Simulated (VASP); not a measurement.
# NaMg3O4 (Pm-3m) in VASP: settings compared

The runs below take NaMg3O4 through single point, with PBE, optB88-vdW.

All numbers are computed with VASP 6.6.1; they aren't measurements. Logs are shortened: lines on timing, memory, paths and dates and some standing lists are left out, and cuts for length are marked.

## 1. Starting point

It takes space group Pm-3m (No. 221, cubic). Conventional cell: a = 4.354 Å, b = 4.354 Å, c = 4.354 Å, α = 90.00°, β = 90.00°, γ = 90.00°. Mg (site symmetry 4/mmm) is surrounded by 6 O at 2.18 Å. Around Na (site symmetry m-3m) lie 6 O at 2.18 Å. O (site symmetry 4/mmm) has 4 Mg at 2.18 Å and 2 Na at 2.18 Å as nearest neighbours. O (site symmetry m-3m) has 6 Mg at 2.18 Å as nearest neighbours.

The cell comes from a database or a generator and needn't be the stable form of this composition.

## 2. Single point, PBE

Input file INCAR:

```
  PREC = Accurate
  ENCUT = 500
  EDIFF = 1E-7
  ISMEAR = 0
  SIGMA = 0.1
  LREAL = False
  LASPH = True
  NELM = 60
  ALGO = Fast
  ISIF = 2
  LWAVE = False
  LCHARG = False
  GGA = PE
  NBANDS = 26
```

Input file KPOINTS:

```
Automatic mesh
0
Gamma
  6 6 6
```

Input file POSCAR:

```
NaMg3O4
1.0
    4.3537536500      0.0000000000      0.0000000000
    0.0000000000      4.3537536500      0.0000000000
    0.0000000000      0.0000000000      4.3537536500
Mg Na O
3 1 4
Direct
    0.5000000000      0.5000000000      0.0000000000
    0.5000000000      0.0000000000      0.5000000000
    0.0000000000      0.5000000000      0.5000000000
    0.0000000000      0.0000000000      0.0000000000
    0.0000000000      0.5000000000      0.0000000000
    0.0000000000      0.0000000000      0.5000000000
    0.5000000000      0.5000000000      0.5000000000
    0.5000000000      0.0000000000      0.0000000000
```

Potentials or basis: VASP PAW PBE potentials, release 64 (Mg, Na, O).

Started as:

```sh
$ cat potpaw_PBE.64/Mg/POTCAR potpaw_PBE.64/Na/POTCAR potpaw_PBE.64/O/POTCAR > POTCAR
$ mpirun -np 1 vasp_std > vasp.out
```

OUTCAR:

```text
PREC = Accurate
   ENCUT = 500
   EDIFF = 1E-7
   ISMEAR = 0
   LREAL = False
   LASPH = True
   NELM = 60
   ISIF = 2
   GGA = PE

 ion  position               nearest neighbor table
   1  0.500  0.500  0.000-   5 2.18   7 2.18   8 2.18   7 2.18   8 2.18   5 2.18   2 3.08   3 3.08
                             2 3.08   2 3.08   4 3.08   3 3.08   2 3.08   3 3.08   4 3.08   4 3.08
   2  0.500  0.000  0.500-   6 2.18   7 2.18   8 2.18   8 2.18   7 2.18   6 2.18   1 3.08   4 3.08
                             1 3.08   1 3.08   3 3.08   3 3.08   1 3.08   3 3.08   4 3.08   4 3.08
   3  0.000  0.500  0.500-   5 2.18   6 2.18   7 2.18   5 2.18   6 2.18   7 2.18   1 3.08   4 3.08
                             1 3.08   2 3.08   4 3.08   2 3.08   4 3.08   1 3.08   2 3.08   4 3.08
   4  0.000  0.000  0.000-   5 2.18   6 2.18   8 2.18   6 2.18   5 2.18   8 2.18   2 3.08   3 3.08
                             1 3.08   1 3.08   3 3.08   2 3.08   3 3.08   1 3.08   2 3.08   3 3.08
   5  0.000  0.500  0.000-   1 2.18   3 2.18   4 2.18   3 2.18   4 2.18   1 2.18
   6  0.000  0.000  0.500-   2 2.18   3 2.18   4 2.18   4 2.18   3 2.18   2 2.18
   7  0.500  0.500  0.500-   1 2.18   2 2.18   3 2.18   1 2.18   2 2.18   3 2.18
   8  0.500  0.000  0.000-   1 2.18   2 2.18   4 2.18   2 2.18   1 2.18   4 2.18

  LATTYP: Found a simple cubic cell.
 ALAT       =     4.3537536500

  Lattice vectors:

 A1 = (   4.3537536500,   0.0000000000,   0.0000000000)
 A2 = (   0.0000000000,   4.3537536500,   0.0000000000)
 A3 = (   0.0000000000,   0.0000000000,   4.3537536500)

Analysis of symmetry for initial positions (statically):
=====================================================================
 Subroutine PRICEL returns:
 Original cell was already a primitive cell.

 Routine SETGRP: Setting up the symmetry group for a
 simple cubic supercell.

 Subroutine GETGRP returns: Found 48 space group operations
 (whereof 48 operations were pure point group operations)
 out of a pool of 48 trial point group operations.

The static configuration has the point symmetry O_h .

Analysis of symmetry for dynamics (positions and initial velocities):
=====================================================================
 Subroutine PRICEL returns:
 Original cell was already a primitive cell.

 Routine SETGRP: Setting up the symmetry group for a
 simple cubic supercell.

 Subroutine GETGRP returns: Found 48 space group operations
 (whereof 48 operations were pure point group operations)
 out of a pool of 48 trial point group operations.

The dynamic configuration has the point symmetry O_h .

 Subroutine INISYM returns: Found 48 space group operations
 (whereof 48 operations are pure point group operations),
 and found     1 'primitive' translations

----------------------------------------------------------------------------------------

                                     Primitive cell

  volume of cell :      82.5261

  direct lattice vectors                    reciprocal lattice vectors
     4.353753650  0.000000000  0.000000000     0.229686859  0.000000000  0.000000000
     0.000000000  4.353753650  0.000000000     0.000000000  0.229686859  0.000000000
     0.000000000  0.000000000  4.353753650     0.000000000  0.000000000  0.229686859

  length of vectors
     4.353753650  4.353753650  4.353753650     0.229686859  0.229686859  0.229686859

  position of ions in fractional coordinates (direct lattice)
     0.500000000  0.500000000  0.000000000
     0.500000000  0.000000000  0.500000000
     0.000000000  0.500000000  0.500000000
     0.000000000  0.000000000  0.000000000
     0.000000000  0.500000000  0.000000000
     0.000000000  0.000000000  0.500000000
     0.500000000  0.500000000  0.500000000
     0.500000000  0.000000000  0.000000000

  ion indices of the primitive-cell ions
   primitive index   ion index
                 1           1
                 2           2
                 3           3
                 4           4
                 5           5
                 6           6
                 7           7
                 8           8

----------------------------------------------------------------------------------------

 KPOINTS: Automatic mesh

Automatic generation of k-mesh.
 Grid dimensions read from file:
 generate k-points for:    6    6    6

 Generating k-lattice:

  Cartesian coordinates                     Fractional coordinates (reciprocal lattice)
     0.038281143  0.000000000  0.000000000     0.166666667  0.000000000  0.000000000
     0.000000000  0.038281143  0.000000000     0.000000000  0.166666667  0.000000000
     0.000000000  0.000000000  0.038281143     0.000000000  0.000000000  0.166666667

  Length of vectors
     0.038281143  0.038281143  0.038281143

  Shift w.r.t. Gamma in fractional coordinates (k-lattice)
     0.000000000  0.000000000  0.000000000

 Subroutine IBZKPT returns following result:
 ===========================================

 Found     20 irreducible k-points:

 Following reciprocal coordinates:
            Coordinates               Weight
  0.000000  0.000000  0.000000      1.000000
  0.166667  0.000000  0.000000      6.000000
  0.333333  0.000000  0.000000      6.000000
  0.500000  0.000000  0.000000      3.000000
  0.166667  0.166667  0.000000     12.000000
  0.333333  0.166667  0.000000     24.000000
[... 12 lines left out ...]
  0.500000  0.500000  0.333333      6.000000
  0.500000  0.500000  0.500000      1.000000
   k-points           NKPTS =     20   k-points in BZ     NKDIM =     20   number of bands    NBANDS=     26
   number of dos      NEDOS =    301   number of ions     NIONS =      8
   total plane-waves  NPLWV =  32768
   dimension x,y,z NGX =    32 NGY =   32 NGZ =   32
   dimension x,y,z NGXF=    64 NGYF=   64 NGZF=   64
   ions per type =               3   1   4
   NGX,Y,Z   is equivalent  to a cutoff of  12.22, 12.22, 12.22 a.u.
   NGXF,Y,Z  is equivalent  to a cutoff of  24.44, 24.44, 24.44 a.u.
 SYSTEM =  unknown system
   PREC   = accura    normal or accurate (medium, high low for compatibility)
   ISTART =      0    job   : 0-new  1-cont  2-samecut
   ICHARG =      2    charge: 1-file 2-atom 10-const
   ISPIN  =      1    spin polarized calculation?
   LNONCOLLINEAR =      F non collinear calculations
   LSORBIT =      F    spin-orbit coupling
   LASPH  =      T    aspherical Exc in radial PAW
   ENCUT  =  500.0 eV  36.75 Ry    6.06 a.u.   7.94  7.94  7.94*2*pi/ulx,y,z
   NELM   =     60;   NELMIN=  2; NELMDL= -5     # of ELM steps
   EDIFF  = 0.1E-06   stopping-criterion for ELM
   LREAL  =      F    real-space projection
   EDIFFG = 0.1E-05   stopping-criterion for IOM
   NSW    =      0    number of steps for IOM
   IBRION =     -1    ionic relax: 0-MD 1-quasi-New 2-CG
   NFREE  =      0    steps in history (QN), initial steepest desc. (CG)
   ISIF   =      2    stress and relaxation
   ISYM   =      2    0-nonsym 1-usesym 2-fastsym
   POTIM  = 0.5000    time-step for ionic-motion
   TEBEG  =    0.0;   TEEND  =   0.0 temperature during run
   PSTRESS=    0.0 pullay stress
   NELECT =      31.0000    total number of electrons
   NUPDOWN=      -1.0000    fix difference up-down
   EMIN   =  10.00;   EMAX   =-10.00  energy-range for DOS
   EFERMI =   0.00;   METHOD = LEGACY
   ISMEAR =     0;   SIGMA  =   0.10  broadening in eV -4-tet -1-fermi 0-gaus
   EFERMI_NEDOS =   21; number of points for ismear=-14 and -15
   IALGO  =     68    algorithm
   IMIX   =      4    mixing-type and parameters
     AMIX     =   0.40;   BMIX     =  1.00
     AMIX_MAG =   1.60;   BMIX_MAG =  1.00
  volume/ion in A,a.u.               =      10.32        69.61
  Fermi-wavevector in a.u.,A,eV,Ry     =   1.181222  2.232186 18.984012  1.395286
  Thomas-Fermi vector in A             =   2.317500
   LORBIT       =      0    0 simple, 1 ext, 2 COOP (PROOUT), +10 PAW based schemes
   GGA     = PE    functional components
   LHFCALC =     F    Hartree Fock is set to
   AEXX    =    0.0000 exact exchange contribution
   IVDW    =     0    specifies the selected vdW correction
   LEPSILON=     F    determine dielectric tensor
   LRPA    =     F    only Hartree local field effects (RPA)
 non-spin polarized calculation
 RMM-DIIS sequential band-by-band and
 Gauss-broadening in eV      SIGMA  =   0.10
  energy-cutoff  :      500.00
  volume of cell :       82.53
 maximum number of plane-waves:      2176
 NGX is ok and might be reduce to    32
   NGX = 15   NGY = 15   NGZ = 15

 number of electron      30.9999972 magnetization

 Free energy of the ion-electron system (eV)
  ---------------------------------------------------
  ext. energy  EPLUGINS =         0.00000000
  ---------------------------------------------------
  free energy    TOTEN  =       -42.79255288 eV

  energy without entropy =      -42.74566420  energy(sigma->0) =      -42.76910854

 E-fermi :   2.0579     XC(G=0): -10.4669

 val. band max:        2.0333377481   @ k =   0.3333   0.3333   0.1667
 cond. band min:       2.0590607486   @ k =   0.3333   0.3333   0.0000
 fundamental gap:      0.0257230005
 Fermi energy:         2.0578533749

 k-point     1 :       0.0000    0.0000    0.0000
  band No.  band energies     occupation
      1     -14.5545      2.00000
      2     -13.4566      2.00000
      3     -13.2926      2.00000
      4     -13.2926      2.00000
      5      -1.2522      2.00000
      6      -1.2522      2.00000
[... 18 lines left out ...]
     25      14.5915      0.00000
     26      15.1969      0.00000

 k-point     2 :       0.1667    0.0000    0.0000
  band No.  band energies     occupation
      1     -14.4802      2.00000
      2     -13.4894      2.00000
      3     -13.3233      2.00000
      4     -13.2826      2.00000
      5      -1.1420      2.00000
      6      -1.1420      2.00000
[... 18 lines left out ...]
     25      14.4876      0.00000
[... 492 lines left out ...]
     25      16.7283      0.00000
     26      17.2525      0.00000

 k-point    20 :       0.5000    0.5000    0.5000
  band No.  band energies     occupation
      1     -13.8217      2.00000
      2     -13.4503      2.00000
      3     -13.4503      2.00000
      4     -13.4503      2.00000
      5      -2.0055      2.00000
      6      -2.0055      2.00000
[... 18 lines left out ...]
     25      17.4416      0.00000
     26      17.4489      0.00000

------------------------ aborting loop because EDIFF is reached ----------------------------------------

  FORCE on cell =-STRESS in cart. coord.  units (eV):
  Direction    XX          YY          ZZ          XY          YZ          ZX
  --------------------------------------------------------------------------------------
  -------------------------------------------------------------------------------------
  Total       -1.2504239     -1.2504239     -1.2504239      0.0000000      0.0000000     -0.0000000
  in kB      -24.2759534    -24.2759534    -24.2759534      0.0000000      0.0000000     -0.0000000
  external PRESSURE =     -24.2759534 kB  Pullay stress =       0.0000000 kB

 VOLUME and BASIS-vectors are now :
 -----------------------------------------------------------------------------
  energy-cutoff  :      500.00
  volume of cell :       82.53
      direct lattice vectors                 reciprocal lattice vectors
     4.353753650  0.000000000  0.000000000     0.229686859  0.000000000  0.000000000
     0.000000000  4.353753650  0.000000000     0.000000000  0.229686859  0.000000000
     0.000000000  0.000000000  4.353753650     0.000000000  0.000000000  0.229686859

 POSITION                                       TOTAL-FORCE (eV/Angst)
 -----------------------------------------------------------------------------------
      2.17688      2.17688      0.00000         0.000000      0.000000      0.000000
      2.17688      0.00000      2.17688         0.000000      0.000000      0.000000
      0.00000      2.17688      2.17688         0.000000      0.000000      0.000000
      0.00000      0.00000      0.00000         0.000000      0.000000      0.000000
      0.00000      2.17688      0.00000         0.000000      0.000000      0.000000
      0.00000      0.00000      2.17688         0.000000      0.000000      0.000000
      2.17688      2.17688      2.17688         0.000000      0.000000      0.000000
      2.17688      0.00000      0.00000         0.000000      0.000000      0.000000
 -----------------------------------------------------------------------------------
    total drift:                                0.000000      0.000000     -0.000000

  FREE ENERGIE OF THE ION-ELECTRON SYSTEM (eV)
  ---------------------------------------------------
  free  energy   TOTEN  =       -42.7925528799 eV

  energy  without entropy=      -42.7456642020  energy(sigma->0) =      -42.76910854
```

It took 27 s on 1 thread of Intel Xeon Platinum 8488C (Sapphire Rapids), shared host; peak memory 0.19 GiB.

Results:

| Item | Value |
| --- | --- |
| Free energy | -42.7926 eV |
| Pressure | -2.4 GPa |
| Band gap on the k mesh | none (metal or under the smearing width) |

Levels at points of the mesh, in eV from the Fermi level:
```tsv
k point	band 12	band 13	band 14	band 15	band 16	band 17	band 18	band 19	band 20	band 21
(0.00, 0.00, 0.00)	-0.83	-0.83	0.22	0.22	0.22	4.42	9.11	9.11	9.67	9.67
(0.50, 0.00, 0.00)	-0.90	-0.65	-0.65	-0.17	-0.17	7.28	7.94	11.11	11.15	11.41
(0.50, 0.50, 0.00)	-0.78	-0.55	-0.55	-0.48	-0.03	8.71	9.26	9.26	9.31	11.38
(0.50, 0.50, 0.50)	-0.48	-0.48	-0.48	-0.03	-0.03	7.47	8.26	8.26	8.26	11.66
```

Caveat: an odd number of electrons without spin polarisation forces a metal; a magnetic or distorted state may lie lower.

(Part 1 of 2 ends here.)
